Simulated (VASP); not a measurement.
Consider the following.

```
CELL_PARAMETERS angstrom
      4.05921     0.00000     0.00000
     -2.02961     3.51538     0.00000
      0.00000     0.00000     6.69263
ATOMIC_POSITIONS crystal
  Cd 0.00000 0.00000 0.00000
  Cd 0.00000 0.00000 0.50000
  Se 0.33333 0.66667 0.25000
  Se 0.66667 0.33333 0.75000
```

These are PBE GGA, VASP's PBE PAW potentials (set 64) (plane waves; VASP) values and carry that method's errors. Run with 400 eV cut-off, Gaussian smearing of 0.050 eV, potentials Cd Se.

Task: Give the energies of bands 13 to 21 at the high-symmetry points, in eV from the Fermi level.

Result: 
| band | Γ | M | K | A | L | H |
|---|---|---|---|---|---|---|
| 13 | -4.84 | -4.63 | -4.88 | -3.51 | -4.62 | -4.22 |
| 14 | -0.63 | -3.56 | -2.87 | -3.51 | -4.62 | -4.22 |
| 15 | -0.63 | -2.91 | -2.27 | -0.30 | -1.32 | -3.27 |
| 16 | -0.63 | -1.99 | -2.27 | -0.30 | -1.32 | -3.27 |
| 17 | -0.16 | -1.68 | -1.90 | -0.30 | -1.16 | -0.29 |
| 18 | -0.02 | -0.04 | -1.90 | -0.30 | -1.16 | -0.29 |
| 19 | -0.02 | 2.06 | 0.29 | 2.43 | 1.62 | 3.03 |
| 20 | 2.85 | 3.16 | 4.89 | 2.43 | 1.62 | 3.03 |
| 21 | 6.12 | 3.28 | 6.65 | 6.35 | 5.39 | 3.92 |

It has no gap at this level: it comes out as a metal or semimetal.

The structure was generated: CdSe was put into the NiAs type type (P6_3/mmc), which need not be its known phase. It was relaxed first, which changed the volume by +7 %.
